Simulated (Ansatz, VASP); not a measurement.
Li16TeS7 (a cell with a defect): VASP beside Ansatz

The input INCAR:

```
SYSTEM = Li16TeS7
ALGO = Normal
EDIFF = 1E-8
ENCUT = 520
GGA = PE
ISIF = 2
ISMEAR = -1
LASPH = .True.
LCHARG = .False.
LEFG = .True.
LREAL = Auto
LWAVE = .False.
NBANDS = 66
NELM = 100
PREC = Accurate
SIGMA = 0.01
```

File KPOINTS:

```
k-points
0
Gamma
  3 3 3
  0 0 0
```

The input POSCAR:

```
Li16TeS7
1.0
    0.0000000000      5.6890000000      5.6890000000
    5.6890000000      0.0000000000      5.6890000000
    5.6890000000      5.6890000000      0.0000000000
Li Te S
16 1 7
Direct
    0.1250000000      0.1250000000      0.1250000000
    0.1250000000      0.1250000000      0.6250000000
    0.1250000000      0.6250000000      0.1250000000
    0.1250000000      0.6250000000      0.6250000000
    0.6250000000      0.1250000000      0.1250000000
    0.6250000000      0.1250000000      0.6250000000
    0.6250000000      0.6250000000      0.1250000000
    0.6250000000      0.6250000000      0.6250000000
    0.3750000000      0.3750000000      0.3750000000
    0.3750000000      0.3750000000      0.8750000000
    0.3750000000      0.8750000000      0.3750000000
    0.3750000000      0.8750000000      0.8750000000
    0.8750000000      0.3750000000      0.3750000000
    0.8750000000      0.3750000000      0.8750000000
    0.8750000000      0.8750000000      0.3750000000
    0.8750000000      0.8750000000      0.8750000000
    0.0000000000      0.0000000000      0.0000000000
    0.0000000000      0.0000000000      0.5000000000
    0.0000000000      0.5000000000      0.0000000000
    0.0000000000      0.5000000000      0.5000000000
    0.5000000000      0.0000000000      0.0000000000
    0.5000000000      0.0000000000      0.5000000000
    0.5000000000      0.5000000000      0.0000000000
    0.5000000000      0.5000000000      0.5000000000
```

Input for Ansatz:

```yaml
crystal:
  lattice:
    - [0.0, 5.689, 5.689]
    - [5.689, 0.0, 5.689]
    - [5.689, 5.689, 0.0]
  atoms:
    - { symbol: Li, position: [0.125, 0.125, 0.125] }
    - { symbol: Li, position: [0.125, 0.125, 0.625] }
    - { symbol: Li, position: [0.125, 0.625, 0.125] }
    - { symbol: Li, position: [0.125, 0.625, 0.625] }
    - { symbol: Li, position: [0.625, 0.125, 0.125] }
    - { symbol: Li, position: [0.625, 0.125, 0.625] }
    - { symbol: Li, position: [0.625, 0.625, 0.125] }
    - { symbol: Li, position: [0.625, 0.625, 0.625] }
    - { symbol: Li, position: [0.375, 0.375, 0.375] }
    - { symbol: Li, position: [0.375, 0.375, 0.875] }
    - { symbol: Li, position: [0.375, 0.875, 0.375] }
    - { symbol: Li, position: [0.375, 0.875, 0.875] }
    - { symbol: Li, position: [0.875, 0.375, 0.375] }
    - { symbol: Li, position: [0.875, 0.375, 0.875] }
    - { symbol: Li, position: [0.875, 0.875, 0.375] }
    - { symbol: Li, position: [0.875, 0.875, 0.875] }
    - { symbol: Te, position: [0.0, 0.0, 0.0] }
    - { symbol: S, position: [0.0, 0.0, 0.5] }
    - { symbol: S, position: [0.0, 0.5, 0.0] }
    - { symbol: S, position: [0.0, 0.5, 0.5] }
    - { symbol: S, position: [0.5, 0.0, 0.0] }
    - { symbol: S, position: [0.5, 0.0, 0.5] }
    - { symbol: S, position: [0.5, 0.5, 0.0] }
    - { symbol: S, position: [0.5, 0.5, 0.5] }
kpoints:
  mp_grid: { grid: [3, 3, 3] }
scf:
  occupations: { method: fermi_dirac, width: 0.01 }
hamiltonian:
  xc: pbe
  pseudopotentials: { kind: paw }
output:
  forces: true
  stress: true
  populations: true
  efg:
    quadrupole_moments_barn: { Li: -0.0401, S: -0.0694 }
    contact_densities: true
  write_density: true
  write_potential: true
  elf: true
  volumetric_format: npy
```

Alike in both runs: task electric field gradients; functional PBE; k mesh 3 × 3 × 3; occupations fermi-dirac, width 0.01 eV; no spin polarisation.

|  | VASP | Ansatz |
| --- | --- | --- |
| version | VASP 6.6.1 | Ansatz 0.2.0 |
| potentials or method | VASP PAW PBE potentials, release 64 (Li_sv, Te, S) | plane-wave PAW, scalar-relativistic |
| plane-wave cutoff (eV) | 520 | 420 |
| valence electrons in the cell | 96 | 106 |

```tsv
	VASP	Ansatz	Ansatz less VASP
gap on the k mesh at the Fermi level (eV)	3.02	3.02	+0.009
rms of the force components (eV/Å)	0.329	0.325	-0.0044
Vzz of the field gradient on the site that differs most (V/Å²)	0.6	0.3	-0.26
```

Atom by atom the forces differ by 0.004 eV/Å (rms over components). The functional is the same, so the differences come from potentials, cutoffs and numerics. The two sets of potentials don't hold the same shells in valence. Ansatz warned: «gradients_without_spin_orbit».

Caveats: spin-orbit coupling is left out, which moves the levels of the heavy elements.
